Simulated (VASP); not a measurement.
A run of VASP 6.6.1 is set up as follows.

File INCAR:

```
ALGO = Normal ; EDIFF = 1E-6
EDIFFG = -0.01 ; ENCUT = 600
GGA = PS ; IBRION = 2
ISIF = 3 ; ISMEAR = -1
KPAR = 8 ; LASPH = True
LCHARG = False ; LREAL = False
LWAVE = False ; NELM = 80
NSW = 40 ; PREC = Accurate
SIGMA = 0.05
```

KPOINTS

```
k-points
0
Gamma
  8 8 1
```

Contents of POSCAR:

```
Mg2Cd3O5
1.0
    3.1829704648      0.0000000000      0.0000000000
    0.0000000000      3.1829704648      0.0000000000
    0.0000000000      0.0000000000     22.4800000000
Cd Mg O
6 4 10
Direct
    0.0000000000      0.0000000000      0.0000000000
    0.5000000000      0.5000000000      0.1049822100
    0.0000000000      0.0000000000      0.2099644100
    0.5000000000      0.5000000000      0.3149466200
    0.0000000000      0.0000000000      0.4199288300
    0.5000000000      0.5000000000      0.5249110300
    0.0000000000      0.0000000000      0.6236654800
    0.5000000000      0.5000000000      0.7161921700
    0.0000000000      0.0000000000      0.8087188600
    0.5000000000      0.5000000000      0.9012455500
    0.5000000000      0.5000000000      0.0000000000
    0.0000000000      0.0000000000      0.1049822100
    0.5000000000      0.5000000000      0.2099644100
    0.0000000000      0.0000000000      0.3149466200
    0.5000000000      0.5000000000      0.4199288300
    0.0000000000      0.0000000000      0.5249110300
    0.5000000000      0.5000000000      0.6236654800
    0.0000000000      0.0000000000      0.7161921700
    0.5000000000      0.5000000000      0.8087188600
    0.0000000000      0.0000000000      0.9012455500
```

Potentials or basis: VASP PAW PBE potentials, release 64 (Cd, Mg, O).

The run is started by

```sh
$ cat potpaw_PBE.64/Cd/POTCAR potpaw_PBE.64/Mg/POTCAR potpaw_PBE.64/O/POTCAR > POTCAR
$ mpirun -np 8 vasp_std > vasp.out
```

(1) What does it give for the band gap on the k mesh?

(2) What does it give for the relaxed volume?

(3) What does it give for the relaxed cell?

(4) Predict the space group after relaxing (to 0.05 Å).

## Answers

(1) none (metal or under the smearing width).

(2) 11.78 Å³/atom.

(3) a = 3.222 Å, b = 3.222 Å, c = 22.699 Å, α = 90.00°, β = 90.00°, γ = 90.00°.

(4) P4/nmm (No. 129).

Caveat: the PAW data sets were made with another functional, which shifts forces and pressure a little.
